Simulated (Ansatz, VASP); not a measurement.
# GaSb in two plane-wave programs

One calculation is typed for both programs; each brings its own data sets. How far apart do they land? The structure shown is the start of the Ansatz relaxation below; VASP solves that cell, so the two are compared at the walk's first step.

Main program and level: Ansatz 0.2.0; plane waves, with VASP 6.6.1 beside it; single point at r2SCAN.

## (1) Starting point

Symmetry: R3m, No. 160, trigonal system. Conventional cell: a = 4.294 Å, b = 4.294 Å, c = 10.624 Å, α = 90.00°, β = 90.00°, γ = 120.00°. Ga has 4 Sb at 2.63 to 2.66 Å nearest. Sb has 4 Ga at 2.63 to 2.66 Å nearest. Farther neighbours are not listed.

## (2) Ansatz: relaxation, r2SCAN

Ansatz runs on its PAW soft_1 files.

The two programs are compared at the cell with which this relaxation starts, whose forces are those of its first step.

Contents of input.yaml:

```yaml
crystal:
  lattice:
    - [0.0204466028, 3.0567671229, 3.0567671229]
    - [3.0567671229, 0.0204466028, 3.0567671229]
    - [3.0567671229, 3.0567671229, 0.0204466028]
  atoms:
    - { symbol: Ga, position: [1.49171e-05, 1.49171e-05, 1.49171e-05] }
    - { symbol: Sb, position: [0.7499850829, 0.7499850829, 0.7499850829] }
  conventional_axes: [[-1, 1, 0], [0, -1, 1], [1, 1, 1]]
kpoints:
  mp_grid: { grid: [12, 12, 12], shift: [0.5, 0.5, 0.5] }
hamiltonian:
  xc: r2scan
  pseudopotentials: { kind: paw, azcp: { folder: soft_1 } }
scf:
  occupations: { method: gaussian, width: 0.02 }
output:
  forces: true
  stress: true
  eigenvalues: true
relax:
  adjacent_minimum: "off"
  f_tol: 0.001
  max_steps: 60
  cell: { stress_tol: 0.01, fix: [a, b, angles] }
```

Launch:

```console
$ ansatz run input.yaml --threads 4 --pin off --max-ram 10240MiB --backend cpu --events-out ev --progress --plain --runs-dir out
```

Numbers of over 12 decimals in the logs are rounded to 6 here.

Output:

```text
Engine: ansatz 0.2.0, x86_64-unknown-linux-gnu
Pseudopotentials: kind: paw
Pseudopotential: Ga, paw, valence charge 13, recommended cutoff 500 eV (meta_gga), soft_1/Ga.paw.azcp
Pseudopotential: Sb, paw, valence charge 15, recommended cutoff 500 eV (meta_gga), soft_1/Sb.paw.azcp
Functional definition: r2SCAN
  parameter k0 = 0.174
  parameter k1 = 0.065
  parameter a1 = 4.9479
  exchange = r2scan_x(k0 = k0, k1 = k1, a1 = a1)
  correlation = r2scan_c
Crystal: 2 atoms, lattice volume = 56.551 Å³
Basis set: ecut = 500 eV, 1447 PW (Γ), exchange–correlation on 128×128×128 points (64 copies of the dense FFT grid, shifted against one another)
Bands: 18, of which v1, the nominal top of the filled ones, is band 14 counted from 1 (13 counted from 0)
Symmetry: 6 space group operations
Space group: R3m (ITA 160), of the structure as read, at distance tolerance 3.8e-5 Å
k-points: 182 of 1728 (time reversal used)
Non-local potential: Ga, projectors of the file, l = 0: 2, l = 1: 2, l = 2: 3, l = 3: 1
Non-local potential: Sb, projectors of the file, l = 0: 2, l = 1: 2, l = 2: 2, l = 3: 1
PAW form: soft (Blöchl's): semilocal exchange-correlation on the pseudo side does not see the compensation charge
PAW frozen core: Ga, regenerated for the run's functional (the file was generated under x = pbe(κ = 0.804, μ = 0.219515), c = pbe(β = 0.066725))
PAW frozen core: Sb, regenerated for the run's functional (the file was generated under x = pbe(κ = 0.804, μ = 0.219515), c = pbe(β = 0.066725))
PAW one-centre angular grid: Ga, 590 points (default); XC on 160 Gauss nodes
PAW one-centre angular grid: Sb, 590 points (default); XC on 160 Gauss nodes
Initial density: superposition of atomic densities (chi_scale 0.1, normalization cell, long waves kept (reshape's long-wave potential 0.00 eV rms))
Initial wavefunctions: pseudopotential atomic-orbital guess
Functional: x = r2scan, c = r2scan; τ floored in thin density (d = 2e-4 eV/Å³)
iter 1 solved again at ethr=1.71e-3 eV; its pass at ethr=3.10e-3 eV (dr2=4.80e-1 eV) is discarded
SCF iter   1: F=—  HF=-10289.889802 eV  |F-HF|=—  |Δ(HF+E_count)|=         —  Δρ=3.68e-2  dr2=4.79e-1  dr2_τ=5.00e-3  ethr=1.71e-3  ⟨swp⟩=1.0  Hψ=22607  notcnv=0
preconditioner: auto → none  [insulator: Δε(μ)=0.684 eV  Ē_g=15.643 eV  σ=0.020 eV  W_gap=1.00  n_scr=14 (ndim 8)  ℏωp=20.9 eV  f_vac=0.006  D(μ)=0.00/eV (n_scr^D=0)  ε∞_Penn≈2.8]
SCF iter   2: F=—  HF=-10289.917294 eV  |F-HF|=—  |Δ(HF+E_count)|=   2.75e-2  Δρ=1.70e-2  dr2=8.60e-2  dr2_τ=8.81e-4  ethr=1.71e-3  ⟨swp⟩=2.7  Hψ=5210  notcnv=0
SCF iter   3: F=—  HF=-10289.945305 eV  |F-HF|=—  |Δ(HF+E_count)|=   2.80e-2  Δρ=7.38e-3  dr2=2.32e-2  dr2_τ=1.51e-4  ethr=3.07e-4  ⟨swp⟩=2.7  Hψ=5951  notcnv=0
SCF iter   4: F=—  HF=-10289.935047 eV  |F-HF|=—  |Δ(HF+E_count)|=   1.03e-2  Δρ=7.40e-4  dr2=1.48e-4  dr2_τ=5.66e-6  ethr=8.30e-5  ⟨swp⟩=3.0  Hψ=6717  notcnv=0
SCF iter   5: F=—  HF=-10289.935113 eV  |F-HF|=—  |Δ(HF+E_count)|=   6.62e-5  Δρ=3.51e-4  dr2=2.44e-5  dr2_τ=5.26e-7  ethr=5.30e-7  ⟨swp⟩=2.0  Hψ=5839  notcnv=0
SCF iter   6: F=—  HF=-10289.935124 eV  |F-HF|=—  |Δ(HF+E_count)|=   1.05e-5  Δρ=3.78e-5  dr2=5.42e-7  dr2_τ=1.05e-8  ethr=8.72e-8  ⟨swp⟩=2.0  Hψ=5824  notcnv=0
SCF iter   7: F=-10289.935124 eV  HF=-10289.935124 eV  |F-HF|=2.08e-8  |Δ(HF+E_count)|=   9.67e-8  Δρ=1.05e-5  dr2=3.28e-8  dr2_τ=6.87e-10  ethr=3.57e-10  ⟨swp⟩=7.0  Hψ=17393  notcnv=0
SCF 1 converged in 7 iterations: F = -10289.935124 eV  dr2 = 3.28e-8
  greatest PAW one-centre occupation: 0.994 electrons in one spin orbital (limit 2), on the Sb atom at site 1 (counted from 0), in its partial waves of l = 2
relax step   1: F+E_penalty+E_count = -10289.93512397 eV  Δ(F+E_penalty+E_count) = +0.000e0 eV  max|allowed force component| = 4.904e-2 eV/Å  Δτ_max = 0.0000 Å  P = +1.123 GPa  Ω = 56.551 Å³  fix = [a, b, alpha, beta, gamma]  reactions: a +1.547, b +1.547 GPa  (7 SCF iters, dr2 threshold 1.00e-7 eV, accepted)
[...]
relax step   2: F+E_penalty+E_count = -10289.93530583 eV  Δ(F+E_penalty+E_count) = -1.819e-4 eV  max|allowed force component| = 4.779e-2 eV/Å  Δτ_max = 0.0133 Å  P = +0.708 GPa  Ω = 56.944 Å³  energy of the carried Pulay correction = -8.090e-5 eV  fix = [a, b, alpha, beta, gamma]  reactions: a +1.109, b +1.109 GPa  (6 SCF iters, dr2 threshold 1.88e-7 eV, accepted)
[...]
relax step   3: F+E_penalty+E_count = -10289.93589431 eV  Δ(F+E_penalty+E_count) = -5.885e-4 eV  max|allowed force component| = 1.704e-4 eV/Å  Δτ_max = 0.0062 Å  P = +0.875 GPa  Ω = 56.785 Å³  energy of the carried Pulay correction = -4.832e-5 eV  fix = [a, b, alpha, beta, gamma]  reactions: a +1.304, b +1.304 GPa  (5 SCF iters, dr2 threshold 1.43e-7 eV, accepted)
[...]
relax step   4: F+E_penalty+E_count = -10289.93589311 eV  Δ(F+E_penalty+E_count) = +1.197e-6 eV  max|allowed force component| = 6.280e-5 eV/Å  Δτ_max = 0.0000 Å  P = +0.867 GPa  Ω = 56.793 Å³  energy of the carried Pulay correction = -4.996e-5 eV  fix = [a, b, alpha, beta, gamma]  reactions: a +1.300, b +1.300 GPa  (4 SCF iters, dr2 threshold 7.71e-10 eV, accepted)
[...]
relax step   5: F+E_penalty+E_count = -10289.93594423 eV  Δ(F+E_penalty+E_count) = -5.112e-5 eV  max|allowed force component| = 5.808e-5 eV/Å  Δτ_max = 0.0000 Å  P = +0.868 GPa  Ω = 56.793 Å³  fix = [a, b, alpha, beta, gamma]  reactions: a +1.301, b +1.301 GPa  stress off target by 1.87e-3 GPa on what of the cell is left free  SCF on the basis re-selected at this cell (its energy is not comparable with the rows above)  (6 SCF iters)
basis re-selected at this cell: Δ(F+E_penalty+E_count) = -5.112e-5 eV, ΔP = +0.001 GPa vs the last step (what re-selecting the basis moved, of the pressure what is left beyond the Pulay correction that the steps carried, after the strain that the cell walked since its last selection, with what the two solves' SCF thresholds leave and, on support functions, any second-order correction that the steps lacked; it is no m [...]
SCF converged after 6 iterations
Free energy (F): -10289.935944 eV
Harris-Foulkes:  -10289.935944 eV  (|F-HF|=0.00e0)
Internal energy: -10289.935944 eV  (E = F + TS)
E sigma→0 (E₀):  -10289.935944 eV
Fermi energy:    8.174070 eV
--- Per-component energies (eV) ---
  E_band       = -273.874338
  E_kinetic    = 273.848124
  E_local      = -3370.850361  (includes V_loc(G=0)·N_el)
  E_nonlocal   = 299.564257
  E_hartree    = 1730.003138
  E_xc         = -147.290598
  E_vxc        = -151.729453  (∫ρ·V_xc dr)
  E_paw        = -6574.462445  (= ΣΔE_a)
  E_vpaw       = -793.351471  (= ΣTr[D̂ρ^β])
  E_aug_tail   = 0.000078  (compensation charges beyond the density's cutoff)
  E_vtau       = 8.638211  (kinetic-family band-sum trace: ∫τ·v_τ [+ j·A + Jᵃ·Aᵃ] dr)
  E_ewald      = -2500.601128
  E_core_change = -0.147008  (= ΣΔE_core)
  E_smearing   = -0.000000  (= −TS)
  E_closure    = -0.000000  (closes the sum)
  Σ components = -10289.935944   (vs F -10289.935944, Δ=0.00e0)
--- Forces (eV/Å), atoms counted from 1 ---
  atom   1  Ga     0.00005811     0.00005811     0.00005811
  atom   2  Sb    -0.00005804    -0.00005804    -0.00005804
  max |Σ_I F_I| component: 7.11e-8 eV/Å
--- Stress (GPa, compression-positive) ---
        0.867693      -0.432912      -0.432912
       -0.432912       0.867693      -0.432912
       -0.432912      -0.432912       0.867693
  P = ⅓ Tr σ = 0.8677 GPa (8.677 kbar)
--- Band table (eV; the first three rows and the last of 182) ---
  k-point 0: bands = [... 10 lower, -4.2265, 7.1768, 7.7454, 7.7454, 8.6479, 10.7217, 10.8199, 10.8199]
  k-point 1: bands = [... 10 lower, -4.1250, 6.1971, 7.2886, 7.6771, 9.2006, 10.9204, 10.9586, 11.3501]
  k-point 2: bands = [... 10 lower, -3.8757, 4.7947, 6.8877, 7.4020, 9.2146, 11.2711, 11.4664, 12.3725]
  k-point 181: bands = [... 10 lower, -2.5036, 1.1434, 5.9498, 6.4843, 9.1962, 11.7200, 12.0660, 15.0695]
--- Relaxed structure (4 steps of the walk, 4 accepted, 1 SCFs on fresh bases) ---
  F+E_penalty+E_count = -10289.93594423 eV   max|allowed force component| = 5.808e-5 eV/Å   (the final SCF, on the basis selected at the relaxed cell)
  cell:  # Å, volume = 56.7933 Å³
    - [0.029219, 3.065540, 3.065540]
    - [3.065540, 0.029219, 3.065540]
    - [3.065540, 3.065540, 0.029219]
  atoms:
    - { symbol: Ga, position: [-0.000659702, -0.000659702, -0.000659702] }
    - { symbol: Sb, position: [0.750660, 0.750660, 0.750660] }
```

Reading the cycles: dr2 is the Hartree energy of the density residual (eV), the measure of convergence; HF is the Harris–Foulkes estimate of the energy, which meets the free energy F at convergence.

(Continued in part 2 of 3.)

[Lines on the potential files, build, host, timing and source positions are cut from VASP's logs without a mark.]

[Logs are printed without paths, hosts, clocks, repeated set-up lines and the standing remarks that a program may print on its own settings, such as how far it seeks lower states.]

[Hosts, paths, dates, database ids (printed as entryN), source tags and the programs' standing remarks are cut or masked in the printed files.]
